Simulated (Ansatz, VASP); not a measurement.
# Al12Zn4Si17O56 in two plane-wave programs

One calculation is typed for both programs; each brings its own data sets. How far apart do they land? The structure shown is frame 121 of Ansatz's trajectory.

Method: plane waves, with VASP 6.6.1 beside it; single point at PBE, in Ansatz 0.2.0.

### 1. The starting structure

The cell holds 89 atoms: 17 Si, 12 Al, 4 Zn and 56 O. Cell: a = 10.358 Å, b = 10.358 Å, c = 10.358 Å, α = 90.0°, β = 90.0°, γ = 90.0°. As first built, before any earlier steps moved the atoms (in the runner's words): 89 atoms (17 Si, 12 Al, 4 Zn, 56 O) placed at random at 2.7 g/cm^3, melted at 4000 K for 10 ps at fixed volume with the Morse and Coulomb pair potential with partial charges (Pedone, Malavasi, Menziani, Cormack and Segre, J. Phys. Chem. B 110, 11780 (2006)). Quenched from 4000 K to 300 K at 20 K/ps and fixed volume, held 10 ps at zero pressure, then minimised at fixed cell.

### 2. Ansatz: dynamics, PBE

Ansatz runs on its default PAW (the set named soft_2) files.

One frame of this run of dynamics is then solved in both programs, so the motion causes no difference.

input.yaml

```yaml
crystal:
  lattice:
    - [10.35762, 0.0, 0.0]
    - [0.0, 10.35762, 0.0]
    - [0.0, 0.0, 10.35762]
  atoms:
    - { symbol: Si, position: [0.09202, 0.79256, 0.88016] }
    - { symbol: Si, position: [0.93826, 0.43476, 0.87249] }
    - { symbol: Si, position: [0.38687, 0.87363, 0.40359] }
    - { symbol: Si, position: [0.87759, 0.63336, 0.38538] }
    - { symbol: Si, position: [0.82885, 0.76808, 0.9791] }
    - { symbol: Si, position: [0.37844, 0.1729, 0.3141] }
    - { symbol: Si, position: [0.28475, 0.87445, 0.66746] }
    - { symbol: Si, position: [0.75013, 0.00151, 0.16585] }
    - { symbol: Si, position: [0.39742, 0.5829, 0.65716] }
    - { symbol: Si, position: [0.70161, 0.40821, 0.02692] }
    - { symbol: Si, position: [0.29108, 0.55243, 0.92258] }
    - { symbol: Si, position: [0.88784, 0.25726, 0.21962] }
    - { symbol: Si, position: [0.03554, 0.14846, 0.83656] }
    - { symbol: Si, position: [0.61803, 0.62025, 0.22936] }
    - { symbol: Si, position: [0.5064, 0.9936, 0.82494] }
    - { symbol: Si, position: [0.5103, 0.17477, 0.05782] }
    - { symbol: Si, position: [0.49871, 0.42668, 0.42766] }
    - { symbol: Al, position: [0.13314, 0.33967, 0.35576] }
    - { symbol: Al, position: [0.71946, 0.24667, 0.49186] }
    - { symbol: Al, position: [0.00791, 0.57926, 0.1402] }
    - { symbol: Al, position: [0.90097, 0.92922, 0.42965] }
    - { symbol: Al, position: [0.456, 0.78918, 0.0513] }
    - { symbol: Al, position: [0.02452, 0.50812, 0.57924] }
    - { symbol: Al, position: [0.21283, 0.61866, 0.34944] }
    - { symbol: Al, position: [0.99481, 0.20094, 0.56716] }
    - { symbol: Al, position: [0.56204, 0.68581, 0.85684] }
    - { symbol: Al, position: [0.65417, 0.95477, 0.46372] }
    - { symbol: Al, position: [0.79406, 0.0433, 0.70163] }
    - { symbol: Al, position: [0.17823, 0.83006, 0.15681] }
    - { symbol: Zn, position: [0.19698, 0.27953, 0.07422] }
    - { symbol: Zn, position: [0.16278, 0.02902, 0.41348] }
    - { symbol: Zn, position: [0.71305, 0.52441, 0.63489] }
    - { symbol: Zn, position: [0.04447, 0.0345, 0.10259] }
    - { symbol: O, position: [0.09609, 0.16072, 0.69505] }
    - { symbol: O, position: [0.55221, 0.60137, 0.7139] }
    - { symbol: O, position: [0.96365, 0.28423, 0.86146] }
    - { symbol: O, position: [0.0011, 0.48717, 0.00172] }
    - { symbol: O, position: [0.32708, 0.86114, 0.10048] }
    - { symbol: O, position: [0.88858, 0.68917, 0.09591] }
    - { symbol: O, position: [0.94222, 0.76291, 0.8677] }
    - { symbol: O, position: [0.18568, 0.66894, 0.9139] }
    - { symbol: O, position: [0.23194, 0.45867, 0.31296] }
    - { symbol: O, position: [0.1167, 0.94959, 0.25364] }
    - { symbol: O, position: [0.51007, 0.85095, 0.89787] }
    - { symbol: O, position: [0.7823, 0.90215, 0.05337] }
    - { symbol: O, position: [0.39709, 0.01859, 0.33784] }
    - { symbol: O, position: [0.5855, 0.30444, 0.0177] }
    - { symbol: O, position: [0.63554, 0.39451, 0.51261] }
    - { symbol: O, position: [0.75601, 0.95328, 0.31576] }
    - { symbol: O, position: [0.352, 0.73094, 0.65968] }
    - { symbol: O, position: [0.04082, 0.28217, 0.22138] }
    - { symbol: O, position: [0.6206, 0.08367, 0.13586] }
    - { symbol: O, position: [0.04613, 0.3482, 0.5029] }
    - { symbol: O, position: [0.65544, 0.52907, 0.10748] }
    - { symbol: O, position: [0.73559, 0.64656, 0.32581] }
    - { symbol: O, position: [0.42872, 0.63508, 0.95897] }
    - { symbol: O, position: [0.4729, 0.09596, 0.93414] }
    - { symbol: O, position: [0.86587, 0.56547, 0.52734] }
    - { symbol: O, position: [0.93711, 0.77424, 0.3993] }
    - { symbol: O, position: [0.87454, 0.10413, 0.16492] }
    - { symbol: O, position: [0.81679, 0.26016, 0.35493] }
    - { symbol: O, position: [0.5278, 0.52655, 0.31556] }
    - { symbol: O, position: [0.99001, 0.06439, 0.46689] }
    - { symbol: O, position: [0.46143, 0.28801, 0.37277] }
    - { symbol: O, position: [0.23431, 0.1983, 0.36913] }
    - { symbol: O, position: [0.64338, 0.02371, 0.76626] }
    - { symbol: O, position: [0.70964, 0.70745, 0.90929] }
    - { symbol: O, position: [0.27104, 0.91586, 0.51865] }
    - { symbol: O, position: [0.39158, 0.97033, 0.72579] }
    - { symbol: O, position: [0.11966, 0.13987, 0.96618] }
    - { symbol: O, position: [0.5598, 0.74926, 0.17023] }
    - { symbol: O, position: [0.91981, 0.04514, 0.81388] }
    - { symbol: O, position: [0.08745, 0.87281, 0.01318] }
    - { symbol: O, position: [0.80765, 0.3375, 0.11816] }
    - { symbol: O, position: [0.32176, 0.51571, 0.77192] }
    - { symbol: O, position: [0.39015, 0.19435, 0.15731] }
    - { symbol: O, position: [0.1351, 0.60223, 0.50191] }
    - { symbol: O, position: [0.13893, 0.67263, 0.19433] }
    - { symbol: O, position: [0.32155, 0.74979, 0.34952] }
    - { symbol: O, position: [0.52611, 0.85454, 0.46272] }
    - { symbol: O, position: [0.41078, 0.49991, 0.5319] }
    - { symbol: O, position: [0.99056, 0.49281, 0.7411] }
    - { symbol: O, position: [0.27057, 0.43296, 0.00541] }
    - { symbol: O, position: [0.62633, 0.11245, 0.48394] }
    - { symbol: O, position: [0.79177, 0.93443, 0.56573] }
    - { symbol: O, position: [0.95589, 0.5329, 0.2959] }
    - { symbol: O, position: [0.83034, 0.20146, 0.61756] }
    - { symbol: O, position: [0.77664, 0.4422, 0.89277] }
    - { symbol: O, position: [0.16289, 0.86094, 0.75996] }
kpoints:
  mp_grid: { grid: [1, 1, 1] }
hamiltonian:
  xc: pbe
scf:
  occupations: { method: fixed }
output:
  forces: true
  stress: true
md:
  timestep: 1.0
  n_steps: 364
  ensemble: nvt_langevin
  temperature: 300
  initial_velocities: maxwell_boltzmann
  seed: 9935
```

Command:

```console
ansatz run input.yaml --threads 4 --pin off --max-ram 8192MiB --backend cpu --events-out ev --progress --plain --runs-dir out
```

Numbers of over 12 decimals in the logs are rounded to 6 here.

Output:

```text
Warning: md: disabling space-group detection — thermal motion breaks the input geometry's symmetry, so no spatial operation reduces the k-mesh or symmetrises the density; time reversal is kept, so that k and −k are solved as one point where they differ and the mesh holds both, and exact exchange and, on two spinor components, a DFT+U term hold to it where the run has them: on two components no moment then forms, and  [...]
Warning: output.stress: scf.convergence.dr2_threshold = 8.9e-8 eV (the default of an md: trajectory) is looser than the 8.9e-9 eV advised for a printed stress (1e-10 eV for each atom of the cell: 89). What an SCF threshold leaves in a stress goes as its square root, and in the free energy as the threshold itself, and one threshold admits the most on a small cell: [figures from the program's tests cut] Set scf.converg [...]
Engine: ansatz 0.2.0, aarch64-unknown-linux-gnu
Pseudopotentials: kind: paw
Pseudopotential: Si, paw, valence charge 4, recommended cutoff 420 eV (normal), Si.paw.azcp
Pseudopotential: Al, paw, valence charge 3, recommended cutoff 420 eV (normal), Al.paw.azcp
Pseudopotential: Zn, paw, valence charge 12, recommended cutoff 420 eV (normal), Zn.paw.azcp
Pseudopotential: O, paw, valence charge 6, recommended cutoff 420 eV (normal), O.paw.azcp
Functional definition: PBE
  parameter kappa = 0.804
  parameter beta = 0.066725
  exchange = pbe_x(kappa = kappa, mu = beta*pi^2/3)
  correlation = pbe_c(beta = beta)
Crystal: 89 atoms, lattice volume = 1111.168 Å³
Basis set: ecut = 420 eV, 21823 PW (Γ), exchange–correlation on 144×144×144 points (8 copies of the dense FFT grid, shifted against one another)
Bands: 333, of which v1, the nominal top of the filled ones, is band 244 counted from 1 (243 counted from 0)
Symmetry: 1 space group operations
k-points: 1
Non-local potential: Si, projectors of the file, l = 0: 2, l = 1: 2, l = 2: 2
Non-local potential: Al, projectors of the file, l = 0: 2, l = 1: 2, l = 2: 1
Non-local potential: Zn, projectors of the file, l = 0: 2, l = 1: 2, l = 2: 3, l = 3: 1
Non-local potential: O, projectors of the file, l = 0: 2, l = 1: 2, l = 2: 1
PAW form: soft (Blöchl's): semilocal exchange-correlation on the pseudo side does not see the compensation charge
PAW one-centre angular grid: Si, 110 points (default); XC on 64 Gauss nodes
PAW one-centre angular grid: Al, 110 points (default); XC on 64 Gauss nodes
PAW one-centre angular grid: Zn, 590 points (default); XC on 64 Gauss nodes
PAW one-centre angular grid: O, 110 points (default); XC on 64 Gauss nodes
Initial density: superposition of atomic densities (neutral atoms: chi_scale 0, normalization atom), corrected by the library's trained network
Initial wavefunctions: pseudopotential atomic-orbital guess
Functional: x = pbe(κ = 0.804, μ = 0.219515), c = pbe(β = 0.066725)
SCF iter   1: F=—  HF=-62399.260786 eV  |F-HF|=—  |Δ(HF+E_count)|=         —  Δρ=2.42e-3  dr2=9.08e-2  ethr=1.77e-3  ⟨swp⟩=6.0  Hψ=1268  notcnv=0  defer=87
preconditioner: auto → Resta (q_TF=auto, 2.379 Å⁻¹)  ε∞=3.4  [insulator: Δε(μ)=2.732 eV  Ē_g=15.885 eV  n_scr=250 (ndim 8)  ℏωp=24.6 eV  f_vac=0.121  ε∞_Penn≈3.4]
SCF iter   2: F=—  HF=-62399.224861 eV  |F-HF|=—  |Δ(HF+E_count)|=   3.59e-2  Δρ=1.30e-3  dr2=2.35e-2  ethr=1.86e-5  ⟨swp⟩=4.0  Hψ=566  notcnv=0  defer=87
SCF iter   3: F=—  HF=-62399.225630 eV  |F-HF|=—  |Δ(HF+E_count)|=   7.69e-4  Δρ=5.93e-4  dr2=6.13e-3  ethr=4.82e-6  ⟨swp⟩=2.0  Hψ=441  notcnv=0  defer=72
automatic band count: iteration 3 solves 318 bands in place of 333: the levels show a gap, and the empty bands left out lie too high to hold charge; the band table lists the bands solved (type scf.n_extra_bands for more)
SCF iter   4: F=—  HF=-62399.224783 eV  |F-HF|=—  |Δ(HF+E_count)|=   8.46e-4  Δρ=1.87e-4  dr2=4.51e-4  ethr=1.26e-6  ⟨swp⟩=2.0  Hψ=442  notcnv=0  defer=72
SCF iter   5: F=—  HF=-62399.224811 eV  |F-HF|=—  |Δ(HF+E_count)|=   2.78e-5  Δρ=1.29e-4  dr2=1.52e-4  ethr=9.24e-8  ⟨swp⟩=2.0  Hψ=450  notcnv=0  defer=72
[...]
md step   360: t =   360.00 fs  T =   306.8 K  F+E_penalty+E_count = -62399.17379861 eV  E_kin = 3.528920 eV  P_inst = 3.6507 GPa  (8 SCF iters)
[...]
md step   361: t =   361.00 fs  T =   312.2 K  F+E_penalty+E_count = -62399.14767615 eV  E_kin = 3.591387 eV  P_inst = 3.7214 GPa  (6 SCF iters)
[...]
md step   362: t =   362.00 fs  T =   299.5 K  F+E_penalty+E_count = -62399.10274435 eV  E_kin = 3.445288 eV  P_inst = 3.7717 GPa  (6 SCF iters)
[...]
md step   363: t =   363.00 fs  T =   299.0 K  F+E_penalty+E_count = -62399.04220786 eV  E_kin = 3.439327 eV  P_inst = 3.8369 GPa  (6 SCF iters)
[...]
md step   364: t =   364.00 fs  T =   296.4 K  F+E_penalty+E_count = -62398.97966262 eV  E_kin = 3.409592 eV  P_inst = 3.8953 GPa  (8 SCF iters)
SCF converged after 8 iterations
Free energy (F): -62398.979663 eV
Harris-Foulkes:  -62398.979663 eV  (|F-HF|=2.92e-9)
Internal energy: -62398.979663 eV  (E = F + TS)
E sigma→0 (E₀):  -62398.979663 eV
Fermi energy:    4.011363 eV
--- Per-component energies (eV) ---
  E_band       = -1513.912205
  E_kinetic    = 11569.158739
  E_local      = -37388.223592  (includes V_loc(G=0)·N_el)
  E_nonlocal   = 5697.458751
  E_hartree    = 14523.876528
  E_xc         = -6136.213277
  E_vxc        = -6676.915171  (∫ρ·V_xc dr)
  E_paw        = -30558.262642  (= ΣΔE_a)
  E_vpaw       = -3763.291513  (= ΣTr[D̂ρ^β])
  E_aug_tail   = 0.140713  (compensation charges beyond the density's cutoff)
  E_ewald      = -20106.914884
  E_smearing   = -0.000000  (= −TS)
  E_closure    = -0.000000  (closes the sum)
  Σ components = -62398.979663   (vs F -62398.979663, Δ=0.00e0)
--- Forces (eV/Å), atoms counted from 1 ---
  atom   1  Si     1.70531560     0.36035834    -1.18654470
  atom   2  Si     0.50459211    -1.56917656    -1.37808555
  atom   3  Si     1.61415948    -0.87860749    -0.39504140
  atom   4  Si     1.05879217     1.58356604     1.05588845
  atom   5  Si     0.75798028     0.56889214    -0.65561543
  atom   6  Si    -1.31362581    -0.27620351     1.86149015
  atom   7  Si     0.22735519    -1.01416637     0.21205330
  atom   8  Si    -0.53670825     0.36366329     0.19751319
  atom   9  Si     1.29980062    -0.59431880    -1.75240129
  atom  10  Si     1.72680842     1.43976058    -0.09365866
  atom  11  Si     0.33993816    -0.47658296    -0.84594554
  atom  12  Si     0.53185434     0.21293882    -1.12211969
  atom  13  Si    -1.87079191     0.35257181    -1.31331386
  atom  14  Si     0.36498955    -0.51696969     1.59298023
  atom  15  Si     1.22429824     0.46908938    -2.20730997
  atom  16  Si     0.94300641    -1.61044086    -0.08932162
  atom  17  Si    -0.26714278     0.88136440    -1.15207792
  atom  18  Al    -2.74981818    -3.16871815     0.64937068
  atom  19  Al    -0.46345727     0.27632550     0.13096733
  atom  20  Al     0.63929902     0.70471156    -0.10249944
  atom  21  Al     0.68485653     0.87449134    -0.22115706
  atom  22  Al     0.99957240    -0.99564298    -0.56554623
  atom  23  Al    -1.31388390    -0.41093971     1.38465466
  atom  24  Al     0.10050004     0.23829886     0.24270104
[...]
atom  82  O      0.30956602    -0.19989843    -0.43121927
  atom  83  O     -0.42633316    -0.63433891    -0.60702746
  atom  84  O      0.72620704    -0.03736701    -0.12173609
  atom  85  O     -1.80210675    -0.27251839    -0.11108990
  atom  86  O      0.21395097    -1.46151730     0.57806963
  atom  87  O     -0.21867281     1.13970170    -0.84952271
  atom  88  O     -0.11711423    -0.47943137     0.53894892
  atom  89  O     -0.95865506     0.58472831     0.61556363
  max |Σ_I F_I| component: 8.40e-5 eV/Å
--- Stress (GPa, compression-positive) ---
        5.630290      -0.255874      -0.481373
       -0.255878       3.910783      -1.100692
       -0.481375      -1.100694       1.161580
  P = ⅓ Tr σ = 3.5676 GPa (35.676 kbar)
--- MD trajectory: 364 steps, t = 0.0 → 364.0 fs ---
  final state: T = 296.4 K   F+E_penalty+E_count = -62398.97966262 eV   E_kin = 3.409592 eV
```

(Continued in part 2 of 2.)

[Lines on the potential files, build, host, timing and source positions are cut from VASP's logs without a mark.]

[Logs are printed without paths, hosts, clocks, repeated set-up lines and the standing remarks that a program may print on its own settings, such as how far it seeks lower states.]

[Hosts, paths, dates, database ids (printed as entryN), source tags and the programs' standing remarks are cut or masked in the printed files.]
